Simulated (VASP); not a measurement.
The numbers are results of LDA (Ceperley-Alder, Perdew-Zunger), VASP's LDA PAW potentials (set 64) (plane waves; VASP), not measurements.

Gaps are without spin-orbit coupling.

### Question
Order these relaxed crystals by band gap, smallest first: NaAuO2, C2/m (12); P2Ru, Pnnm (58); SrO, Fm-3m (225); AlPO4, I-4 (82).

### Answer
P2Ru, Pnnm (58) (0.44 eV), NaAuO2, C2/m (12) (1.21 eV), SrO, Fm-3m (225) (3.07 eV), AlPO4, I-4 (82) (5.66 eV)
